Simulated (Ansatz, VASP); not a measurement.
## Cross-check of Sn between VASP and Ansatz

One calculation is typed for both programs; each brings its own data sets. How far apart do they land? The cell is taken from a series of runs on this material, whose earlier steps may have relaxed, scaled, displaced or heated it; both programs get it as it stands.

Calculated with Ansatz 0.2.0; plane waves, with VASP 6.6.1 beside it; zone-centre phonons at PBEsol.

## 1. Set-up

Symmetry: I4_1/amd, No. 141, tetragonal system. The conventional cell has a = 4.579 Å, b = 4.579 Å, c = 6.608 Å, α = 90.00°, β = 90.00°, γ = 90.00°. Sn has 4 Sn at 2.82 Å nearest.

As a file:

```xyz
2
Lattice="0.0000 3.2376 3.3038 3.2376 0.0000 3.3038 3.2376 3.2376 0.0000" Properties=species:S:1:pos:R:3 pbc="T T T"
Sn    3.2376    3.2376    3.3038
Sn    4.8564    4.8564    4.9557
```

## 2. VASP: zone-centre phonons, PBEsol

Second derivatives magnify differences that forces hide, and they need a tight electronic threshold.

Lines of VASP's logs that name or quote its potential files are left out, and so is its time.

INCAR reads:

```
SYSTEM = Sn
PREC = Accurate
ENCUT = 500
EDIFF = 1E-08
NELM = 120
ISMEAR = 1
SIGMA = 0.2
LREAL = .FALSE.
ALGO = Normal
GGA = PS
NBANDS = 20
LORBIT = 11
LWAVE = .FALSE.
LCHARG = .FALSE.
ISIF = 2
IBRION = 8
LASPH = .TRUE.
GGA_COMPAT = .FALSE.
KPAR = 2
```

POSCAR reads:

```
Sn
1.0
    0.0000000000      3.2375844290      3.3038260320
    3.2375844290      0.0000000000      3.3038260320
    3.2375844290      3.2375844290      0.0000000000
Sn
2
Direct
    0.5000000000      0.5000000000      0.5000000000
    0.7500000000      0.7500000000      0.7500000000
```

KPOINTS reads:

```
Automatic mesh
0
Gamma
12 12 12
0 0 0
```

The projector-augmented-wave data sets are Sn_d (PBE family, release 64).

Run with:

```bash
mpirun -np 2 vasp_std
```

Numbers of over 12 decimals in the logs are rounded to 6 here.

Output:

```text
[banner, memory and clock lines left out]
running    2 mpi-ranks, on    1 nodes
 distrk:  each k-point on    1 cores,    2 groups
 distr:  one band on    1 cores,    1 groups

 POSCAR found type information on POSCAR Sn
 POSCAR found :  1 types and       2 ions
|                                                                             |
|               ----> ADVICE to this user running VASP <----                  |
|                                                                             |
|     You enforced a specific xc type in the INCAR file but a different       |
|     [... a line on the potential file left out ...]
|     I HOPE YOU KNOW WHAT YOU ARE DOING!                                     |
|                                                                             |

 LDA part: xc-table for (Slater+PW92), standard interpolation
 POSCAR, INCAR and KPOINTS ok, starting setup
 FFT: planning ... GRIDC
 FFT: planning ... GRID_SOFT
 FFT: planning ... GRID
 WAVECAR not read
 entering main loop
       N       E                     dE             d eps       ncg     rms          rms(c)
DAV:   1     0.220396196645E+03    0.22040E+03   -0.14711E+04  6544   0.198E+03
DAV:   2     0.148105648633E+02   -0.20559E+03   -0.20187E+03  6540   0.440E+02
DAV:   3    -0.781608185481E+01   -0.22627E+02   -0.22479E+02  7504   0.142E+02
DAV:   4    -0.853886428180E+01   -0.72278E+00   -0.72244E+00  7360   0.287E+01
DAV:   5    -0.856379664440E+01   -0.24932E-01   -0.24932E-01  8972   0.520E+00    0.322E+00
DAV:   6    -0.849467725481E+01    0.69119E-01   -0.44506E-02  8812   0.279E+00    0.181E+00
DAV:   7    -0.846149178412E+01    0.33185E-01   -0.52990E-02  7444   0.261E+00    0.165E-01
DAV:   8    -0.846242435228E+01   -0.93257E-03   -0.69684E-03  7148   0.101E+00    0.547E-02
DAV:   9    -0.846268799044E+01   -0.26364E-03   -0.34770E-04  7844   0.134E-01    0.107E-02
DAV:  10    -0.846269775246E+01   -0.97620E-05   -0.20250E-05  8040   0.438E-02    0.525E-03
DAV:  11    -0.846269937316E+01   -0.16207E-05   -0.28101E-06  7636   0.106E-02    0.420E-04
DAV:  12    -0.846269930977E+01    0.63386E-07   -0.11208E-07  7268   0.296E-03    0.339E-04
DAV:  13    -0.846269929467E+01    0.15099E-07   -0.10458E-08  5764   0.949E-04    0.101E-04
DAV:  14    -0.846269929342E+01    0.12533E-08   -0.18944E-09  4104   0.645E-04
   1 F= -.84626993E+01 E0= -.84625580E+01  d E =-.423892E-03
 Linear response reoptimize wavefunctions to high precision
DAV:   1    -0.846269929574E+01   -0.23165E-08   -0.58382E-10  4236   0.310E-04
DAV:   2    -0.846269929578E+01   -0.44110E-10   -0.26223E-10  3780   0.194E-04
 Linear response DOF=           2
 Linear response progress:
  Degree of freedom:   1/  2
       N       E                     dE             d eps       ncg     rms          rms(c)
RMM:   1    -0.214085488538E+00   -0.21409E+00    0.56297E-01 23872   0.101E+01
RMM:   2    -0.220775486128E+00   -0.66900E-02   -0.19797E-02 33354   0.117E+00    0.697E-02
RMM:   3    -0.220945344739E+00   -0.16986E-03   -0.16240E-03 35186   0.324E-01    0.324E-02
RMM:   4    -0.220855449769E+00    0.89895E-04   -0.11682E-04 34922   0.976E-02    0.114E-02
RMM:   5    -0.220845723038E+00    0.97267E-05   -0.18123E-05 35647   0.330E-02    0.385E-03
RMM:   6    -0.220845098778E+00    0.62426E-06   -0.14143E-06 35284   0.957E-03    0.190E-03
RMM:   7    -0.220842562351E+00    0.25364E-05   -0.63042E-07 35150   0.347E-03    0.291E-04
RMM:   8    -0.220840342184E+00    0.22202E-05   -0.30115E-07 36499   0.124E-03    0.239E-04
RMM:   9    -0.220838158341E+00    0.21838E-05    0.37455E-08 35740   0.525E-04    0.580E-05
RMM:  10    -0.220838631391E+00   -0.47305E-06    0.45407E-08 37721   0.221E-04    0.330E-05
RMM:  11    -0.220838607661E+00    0.23729E-07    0.18743E-08 36531   0.117E-04    0.576E-06
RMM:  12    -0.220838593197E+00    0.14464E-07    0.26593E-09 39003   0.674E-05    0.573E-06
RMM:  13    -0.220838581857E+00    0.11340E-07    0.23482E-08 38602   0.456E-05    0.309E-06
RMM:  14    -0.220838565913E+00    0.15945E-07    0.84902E-09 41337   0.358E-05    0.143E-06
RMM:  15    -0.220838550722E+00    0.15191E-07   -0.36212E-10 39364   0.311E-05    0.295E-07
RMM:  16    -0.220838547979E+00    0.27424E-08   -0.31353E-09 31961   0.284E-05    0.228E-07
 first order change of Fermi-energy   0.13880E-04
 force on displaced ion       1 direction 1 :  -7.234   0.000  -0.000
 Linear response progress:
  Degree of freedom:   2/  2
       N       E                     dE             d eps       ncg     rms          rms(c)
RMM:   1    -0.214253509437E+00   -0.21425E+00    0.53989E-01 14044   0.994E+00
RMM:   2    -0.220886164329E+00   -0.66327E-02   -0.19835E-02 19627   0.117E+00    0.706E-02
RMM:   3    -0.221061069195E+00   -0.17490E-03   -0.16385E-03 20649   0.324E-01    0.330E-02
RMM:   4    -0.220973583108E+00    0.87486E-04   -0.11357E-04 20638   0.978E-02    0.114E-02
RMM:   5    -0.220965922382E+00    0.76607E-05   -0.15096E-05 20973   0.330E-02    0.381E-03
RMM:   6    -0.220965083031E+00    0.83935E-06   -0.11250E-06 20672   0.962E-03    0.185E-03
RMM:   7    -0.220962061366E+00    0.30217E-05    0.21343E-07 20676   0.353E-03    0.274E-04
RMM:   8    -0.220959769972E+00    0.22914E-05    0.58498E-08 21413   0.126E-03    0.221E-04
RMM:   9    -0.220957598748E+00    0.21712E-05    0.90501E-08 20917   0.532E-04    0.535E-05
RMM:  10    -0.220958132238E+00   -0.53349E-06    0.14364E-07 22050   0.232E-04    0.338E-05
RMM:  11    -0.220958087939E+00    0.44299E-07    0.93915E-08 21429   0.123E-04    0.713E-06
RMM:  12    -0.220958067894E+00    0.20045E-07    0.46751E-08 22887   0.709E-05    0.653E-06
RMM:  13    -0.220958046988E+00    0.20906E-07    0.41672E-08 22396   0.478E-05    0.323E-06
RMM:  14    -0.220958031922E+00    0.15066E-07    0.17728E-08 24094   0.366E-05    0.190E-06
RMM:  15    -0.220958012004E+00    0.19918E-07    0.12762E-08 23502   0.315E-05    0.302E-07
RMM:  16    -0.220958011310E+00    0.69459E-09    0.48983E-09 18433   0.283E-05    0.462E-07
 first order change of Fermi-energy   0.27137E-03
 force on displaced ion       1 direction 3 :   0.000   0.000  -7.282
 Linear response finished
```

Parts of OUTCAR (step 2):

```text
ion  position               nearest neighbor table
   1  0.500  0.500  0.500-   2 2.82   2 2.82   2 2.82   2 2.82
   2  0.750  0.750  0.750-   1 2.82   1 2.82   1 2.82   1 2.82

  LATTYP: Found a body centered tetragonal cell.
 ALAT       =     4.5786358088
 C/A-ratio  =     1.4431486451

 Subroutine GETGRP returns: Found 16 space group operations
 (whereof  8 operations were pure point group operations)

The static configuration has the point symmetry D_2d.
 The point group associated with its full space group is D_4h.

 Found    163 irreducible k-points:

   k-points           NKPTS =    163   k-points in BZ     NKDIM =    163   number of bands    NBANDS=     20

   dimension x,y,z NGX =    36 NGY =   36 NGZ =   36
   dimension x,y,z NGXF=    72 NGYF=   72 NGZF=   72

   ENCUT  =  500.0 eV  36.75 Ry    6.06 a.u.   8.43  8.43  8.35*2*pi/ulx,y,z

   NELECT =      28.0000    total number of electrons

 k-points in reciprocal lattice and weights: Automatic mesh
   0.00000000  0.00000000  0.00000000       0.001
   0.08333333  0.00000000  0.00000000       0.005
   0.16666667 -0.00000000  0.00000000       0.005
   0.25000000 -0.00000000  0.00000000       0.005
   0.33333333  0.00000000  0.00000000       0.005
   0.41666667 -0.00000000  0.00000000       0.005
   0.50000000 -0.00000000  0.00000000       0.002
   0.08333333  0.08333333  0.00000000       0.001
   0.16666667  0.08333333  0.00000000       0.005
[...]
-0.33333333  0.16666667  0.50000000       0.002
  -0.25000000  0.25000000  0.50000000       0.001

 average (electrostatic) potential at core
       1-101.4442       2-101.4442

  Total        0.2404001      0.2404001     -0.0301323      0.0000000      0.0000000      0.0000000
  in kB        5.5610375      5.5610375     -0.6970337      0.0000000      0.0000000      0.0000000
  external PRESSURE =       3.4750138 kB  Pullay stress =       0.0000000 kB

  energy-cutoff  :      500.00
  volume of cell :       69.26
      direct lattice vectors                 reciprocal lattice vectors
     0.000000000  3.237584429  3.303826032    -0.154436127  0.154436127  0.151339688
     3.237584429  0.000000000  3.303826032     0.154436127 -0.154436127  0.151339688
     3.237584429  3.237584429  0.000000000     0.154436127  0.154436127 -0.151339688

 POSITION                                       TOTAL-FORCE (eV/Angst)
 -----------------------------------------------------------------------------------
      3.23758      3.23758      3.30383        -0.000000     -0.000000      0.000000
      4.85638      4.85638      4.95574         0.000000      0.000000     -0.000000
 -----------------------------------------------------------------------------------
    total drift:                                0.000000      0.000000      0.000000

 Eigenvectors and eigenvalues of the dynamical matrix
 ----------------------------------------------------

   1 f  =    5.475927 THz    34.406261 2PiTHz  182.657248 cm-1    22.646602 meV
             X         Y         Z           dx          dy          dz
      3.237584  3.237584  3.303826     0.000000    0.000000   -0.707107
      4.856377  4.856377  4.955739     0.000000   -0.000000    0.707107

   2 f  =    5.457703 THz    34.291757 2PiTHz  182.049367 cm-1    22.571235 meV
             X         Y         Z           dx          dy          dz
      3.237584  3.237584  3.303826    -0.707107    0.000000   -0.000000
      4.856377  4.856377  4.955739     0.707107    0.000000   -0.000000

   3 f  =    5.457703 THz    34.291757 2PiTHz  182.049367 cm-1    22.571235 meV
             X         Y         Z           dx          dy          dz
      3.237584  3.237584  3.303826     0.000000   -0.707107   -0.000000
      4.856377  4.856377  4.955739    -0.000000    0.707107    0.000000

   4 f  =    0.000000 THz     0.000000 2PiTHz    0.000003 cm-1     0.000000 meV
             X         Y         Z           dx          dy          dz
      3.237584  3.237584  3.303826     0.022972   -0.443655    0.550129
      4.856377  4.856377  4.955739     0.022972   -0.443655    0.550129

   5 f  =    0.000000 THz     0.000000 2PiTHz    0.000001 cm-1     0.000000 meV
             X         Y         Z           dx          dy          dz
      3.237584  3.237584  3.303826     0.042275   -0.548572   -0.444164
      4.856377  4.856377  4.955739     0.042275   -0.548572   -0.444164

   6 f/i=    0.000000 THz     0.000000 2PiTHz    0.000003 cm-1     0.000000 meV
             X         Y         Z           dx          dy          dz
      3.237584  3.237584  3.303826     0.705468    0.047319    0.008703
      4.856377  4.856377  4.955739     0.705468    0.047319    0.008703

 ELASTIC MODULI CONTR FROM IONIC RELAXATION (kBar)
 Direction    XX          YY          ZZ          XY          YZ          ZX
 --------------------------------------------------------------------------------
 XX           0.0000      0.0000      0.0000      0.0000      0.0000      0.0000
 YY           0.0000      0.0000      0.0000      0.0000      0.0000      0.0000
 ZZ           0.0000      0.0000      0.0000      0.0000      0.0000      0.0000
 XY           0.0000      0.0000      0.0000   -223.6104      0.0000      0.0000
 YZ           0.0000      0.0000      0.0000      0.0000   -233.0785      0.0000
 ZX           0.0000      0.0000      0.0000      0.0000      0.0000   -202.8372
 --------------------------------------------------------------------------------
```

## 3. Ansatz: zone-centre phonons, PBEsol

Ansatz runs on its PAW soft_1 files.

The same cell, functional, mesh and smearing now go to Ansatz, which takes its cutoff from its data sets.

input.yaml reads:

```yaml
crystal:
  lattice:
    - [0.0, 3.237584429, 3.303826032]
    - [3.237584429, 0.0, 3.303826032]
    - [3.237584429, 3.237584429, 0.0]
  atoms:
    - { symbol: Sn, position: [0.5, 0.5, 0.5] }
    - { symbol: Sn, position: [0.75, 0.75, 0.75] }
kpoints:
  mp_grid: { grid: [12, 12, 12] }
hamiltonian:
  xc: pbesol
  pseudopotentials: { kind: paw, azcp: { folder: soft_1 }, xc_functional: pbe }
scf:
  occupations: { method: methfessel_paxton, width: 0.2 }
output:
  eigenvalues: true
phonons:
  method: dfpt
```

Run with:

```bash
ansatz run input.yaml --threads 4 --pin off --max-ram 10240MiB --backend cpu --events-out ev --progress --plain --runs-dir out
```

Output:

```text
zone centre: on kpoints.mp_grid the ground state, and the responses unless they are solved on pairs of k-points, stand on 280 of the mesh's 1728 k-points, reduced under 4 symmetry operations, with k and −k counted as one. Each operation leaves every solved displacement unchanged or reverses it
Engine: ansatz 0.2.0, x86_64-unknown-linux-gnu
Pseudopotentials: kind: paw
Pseudopotential: Sn, paw, valence charge 14, recommended cutoff 420 eV (normal), soft_1/Sn.paw.azcp
Functional definition: PBEsol
  exchange = pbesol_x
  correlation = pbesol_c
Crystal: 2 atoms, lattice volume = 69.261 Å³
Basis set: ecut = 420 eV, 1379 PW (Γ), exchange–correlation on 64×64×64 points (8 copies of the dense FFT grid, shifted against one another)
Bands: 18, of which v1, the nominal top of the filled ones, is band 14 counted from 1 (13 counted from 0)
Symmetry: 16 space group operations
k-points: 280 of 1728 (irreducible under 4 space group operations, time reversal used)
Non-local potential: Sn, projectors of the file, l = 0: 2, l = 1: 2, l = 2: 2, l = 3: 1
PAW form: soft (Blöchl's): semilocal exchange-correlation on the pseudo side does not see the compensation charge
PAW frozen core: Sn, regenerated for the run's functional, and the local potential with it (the file was generated under x = pbe(κ = 0.804, μ = 0.219515), c = pbe(β = 0.066725))
PAW one-centre angular grid: Sn, 590 points (default); XC on 64 Gauss nodes
Initial density: superposition of atomic densities (chi_scale 0.1, normalization cell)
Initial wavefunctions: pseudopotential atomic-orbital guess
Functional: x = pbesol(κ = 0.804, μ = 0.123457), c = pbesol(β = 0.046)
SCF iter   1: F=—  HF=-11899.713788 eV  |F-HF|=—  |Δ(HF+E_count)|=         —  Δρ=2.15e-2  dr2=3.35e-1  ethr=3.10e-3  ⟨swp⟩=5.6  Hψ=26675  notcnv=0
preconditioner: auto → Kerker (q_TF=auto, 2.346 Å⁻¹)  [metal: Δε(μ)=0.026 eV  Ē_g=19.900 eV  σ=0.200 eV  W_gap=0.11  n_scr=14 (ndim 8)  ℏωp=23.6 eV  f_vac=0.007  D(μ)=0.17/eV (n_scr^D=0)]
SCF iter   2: F=—  HF=-11899.672901 eV  |F-HF|=—  |Δ(HF+E_count)|=   4.09e-2  S|Δr|=    0.00e0  Δρ=1.40e-2  dr2=1.61e-1  ethr=1.20e-3  ⟨swp⟩=1.0  Hψ=7282  notcnv=0
SCF iter   3: F=—  HF=-11899.641722 eV  |F-HF|=—  |Δ(HF+E_count)|=   3.12e-2  S|Δr|=    0.00e0  Δρ=2.58e-3  dr2=1.30e-2  ethr=5.73e-4  ⟨swp⟩=1.0  Hψ=5040  notcnv=0
SCF iter   4: F=—  HF=-11899.642355 eV  |F-HF|=—  |Δ(HF+E_count)|=   6.33e-4  S|Δr|=    0.00e0  Δρ=1.41e-3  dr2=2.70e-3  ethr=4.64e-5  ⟨swp⟩=2.0  Hψ=6074  notcnv=0
SCF iter   5: F=—  HF=-11899.643495 eV  |F-HF|=—  |Δ(HF+E_count)|=   1.14e-3  S|Δr|=    0.00e0  Δρ=2.87e-4  dr2=7.32e-5  ethr=9.65e-6  ⟨swp⟩=2.0  Hψ=6162  notcnv=0
SCF iter   6: F=—  HF=-11899.643571 eV  |F-HF|=—  |Δ(HF+E_count)|=   7.56e-5  S|Δr|=    0.00e0  Δρ=5.46e-5  dr2=1.42e-6  ethr=2.62e-7  ⟨swp⟩=2.2  Hψ=6723  notcnv=0
SCF iter   7: F=—  HF=-11899.643578 eV  |F-HF|=—  |Δ(HF+E_count)|=   7.53e-6  S|Δr|=    0.00e0  Δρ=8.90e-6  dr2=3.52e-8  ethr=5.08e-9  ⟨swp⟩=2.0  Hψ=6174  notcnv=0
SCF iter   8: F=—  HF=-11899.643578 eV  |F-HF|=—  |Δ(HF+E_count)|=   1.44e-7  S|Δr|=    0.00e0  Δρ=1.46e-6  dr2=1.53e-9  ethr=1.26e-10  ⟨swp⟩=2.4  Hψ=7559  notcnv=0
SCF iter   9: F=—  HF=-11899.643578 eV  |F-HF|=—  |Δ(HF+E_count)|=   4.17e-9  S|Δr|=    0.00e0  Δρ=2.94e-7  dr2=4.64e-11  ethr=5.47e-12  ⟨swp⟩=2.6  Hψ=7787  notcnv=0
SCF iter  10: F=-11899.643578 eV  HF=-11899.643578 eV  |F-HF|=3.64e-12  |Δ(HF+E_count)|=  8.55e-11  S|Δr|=    0.00e0  Δρ=7.29e-8  dr2=3.30e-12  ethr=1.00e-12  ⟨swp⟩=6.6  Hψ=21828  notcnv=0
SCF 1 converged in 10 iterations: F = -11899.643578 eV  dr2 = 3.30e-12
  greatest PAW one-centre occupation: 0.991 electrons in one spin orbital (limit 2), on the Sn atom at site 1 (counted from 0), in its partial waves of l = 2
DFPT response loops at Γ: preconditioner auto → Kerker (q_TF=auto, 2.346 Å⁻¹) (partly filled bands, converged f_vac=0.085); β = 1.00, the filter's whole step (`scf.mixing.beta` (0.50) is not read by the response loops under this deck's `scf.mixing.preconditioner`; to damp them name `kerker` or `kerker_dos`, under which they read `scf.mixing.beta`, and type it under 1.00, their step now; both keys bind the ground state too); Broyden in place of MSR1
SCF converged after 10 iterations
Stability not checked: this state was not tested for a lower state beside it, because cold or Methfessel-Paxton smearing, or corrected tetrahedra, fill the levels in a way that the test cannot read (fill_not_monotonic; see scf.lower_state_search)
Free energy (F): -11899.643578 eV
Harris-Foulkes:  -11899.643578 eV  (|F-HF|=3.64e-12)
Internal energy: -11899.643155 eV  (E = F + TS)
E sigma→0 (E₀):  -11899.643472 eV
Entropy (-TS):   -0.000424 eV (-0.212 meV/atom)
Fermi energy:    7.543806 eV
--- Per-component energies (eV) ---
  E_band       = -253.859994
  E_kinetic    = 337.012745
  E_local      = -2638.513192  (includes V_loc(G=0)·N_el)
  E_nonlocal   = 293.850065
  E_hartree    = 1281.422137
  E_xc         = -249.029911
  E_vxc        = -160.397526  (∫ρ·V_xc dr)
  E_paw        = -8592.664691  (= ΣΔE_a)
  E_vpaw       = -648.657013  (= ΣTr[D̂ρ^β])
  E_aug_tail   = 0.000576  (compensation charges beyond the density's cutoff)
  E_ewald      = -2332.290563
  E_core_change = 0.569679  (= ΣΔE_core)
  E_smearing   = -0.000424  (= −TS)
  E_closure    = 0.000000  (closes the sum)
  Σ components = -11899.643578   (vs F -11899.643578, Δ=0.00e0)
--- Band table (eV; the first three rows and the last of 280) ---
  k-point 0: bands = [... 10 lower, -2.9833, 6.7642, 7.5527, 7.6887, 7.6887, 9.6781, 9.6781, 9.7590]
  k-point 1: bands = [... 10 lower, -2.9168, 5.9387, 7.4560, 7.5512, 8.0220, 9.8592, 9.8792, 10.0070]
  k-point 2: bands = [... 10 lower, -2.7200, 4.7127, 7.1561, 7.2593, 8.0383, 10.2466, 10.2673, 10.8395]
  k-point 279: bands = [... 10 lower, 0.0221, 0.0221, 5.2051, 5.2051, 8.4131, 8.4131, 15.1577, 15.1577]
--- Phonons (Γ-DFPT): 2 representative perturbations + reference, on 280 of 1728 k-points (Σ response iterations 6) ---
  k mesh reduced under 4 symmetry operations, with k and −k counted as one. Each operation leaves every solved displacement unchanged or reverses it
  ASR residual: 3.179e-5 → 0.000e0 eV/Å²; symmetrization residual: 2.310e-12 eV/Å²
  ASR residual per site (eV/Å²): 3.18e-5 3.18e-5
  Γ frequencies (cm⁻¹): 0.00 0.00 0.00 181.82 181.82 182.91
  non-analytic LO–TO correction: not included (Born effective charges unavailable; polar crystals: no LO–TO splitting at Γ)
```

In the SCF lines HF is the Harris–Foulkes energy and dr2 the Hartree energy of the density residual, in eV; the loop may stop once dr2 is under the threshold and the program's other checks hold. Hψ counts applications of the Hamiltonian.

## 4. Side by side

Known differences besides the potentials themselves: the cutoff is 420 eV in Ansatz and 500 eV in VASP; Ansatz makes its cores anew for this functional, VASP keeps those of its PBE data sets. Total energies have different zeros and are not compared.

Compared:

| quantity | Ansatz | VASP | difference |
| --- | --- | --- | --- |
| optical mode 1 to 2 (cm⁻¹) | 181.8 | 182.0 | -0.13 % |
| optical mode 3 (cm⁻¹) | 182.9 | 182.7 | +0.14 % |

Modes are paired by rising frequency, not by their patterns, so a pair may set unlike modes beside each other; they are those without the splitting of longitudinal modes.

## 5. Summary of results

| Item | Value |
| --- | --- |
| r.m.s. difference of the optical zone-centre modes, each program's sorted by frequency (zone-centre phonons, PBEsol) | 0.24 cm⁻¹ |

The r.m.s. difference of the optical zone-centre modes, each program's sorted by frequency is 0.24 cm⁻¹ (zone-centre phonons, PBEsol). Such differences can come from data sets, numerical settings and the points named under the comparisons, not from the functional's error against experiment.

[Lines on the potential files, build, host, timing and source positions are cut from VASP's logs without a mark.]

[Logs are printed without paths, hosts, clocks, repeated set-up lines and the standing remarks that a program may print on its own settings, such as how far it seeks lower states.]

[Hosts, paths, dates, database ids (printed as entryN), source tags and the programs' standing remarks are cut or masked in the printed files.]
